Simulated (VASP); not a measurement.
A convergence study with VASP on KF (rock salt): one setting is varied, all else stays as given below, so the limit is that of these other settings. ε∞ is the independent-particle value.

```yaml
crystal:
  lattice:
    - [0.00000, 2.67500, 2.67500]
    - [2.67500, 0.00000, 2.67500]
    - [2.67500, 2.67500, 0.00000]
  atoms:
    - { symbol: K, position: [0.00000, 0.00000, 0.00000] }
    - { symbol: F, position: [0.50000, 0.50000, 0.50000] }
```

Method: PBE GGA, VASP's PBE PAW potentials (set 64) (plane waves; VASP 6.6.1). The tightest run used: 700 eV cut-off, 8×8×8 Γ-centred mesh, Gaussian smearing of 0.050 eV, potentials K_sv F.

The settings run are NBANDS = 9; NBANDS = 10; NBANDS = 12; NBANDS = 16; NBANDS = 24; NBANDS = 40; NBANDS = 72; NBANDS = 136. From which on does the mean ε∞ stay within 0.3  of the tightest run?

From NBANDS = 16 on: it is off by 0.15 there and by no more than 0.3 in any finer run, while NBANDS = 12 is off by 0.43.
```tsv
setting	mean ε∞	bands	difference judged ()
NBANDS = 9	1.25	9	0.84
NBANDS = 10	1.44	10	0.66
NBANDS = 12	1.67	12	0.43
NBANDS = 16	1.94	16	0.15
NBANDS = 24	2.05	24	0.05
NBANDS = 40	2.08	40	0.02
NBANDS = 72	2.09	72	0.00
NBANDS = 136	2.10	136	0.00
```

Left out are rungs that failed or repeat a setting and relaxations that didn't move; long series are thinned to 24 rows.

The compound is KF in the rock salt structure. The cell was not relaxed at this level.
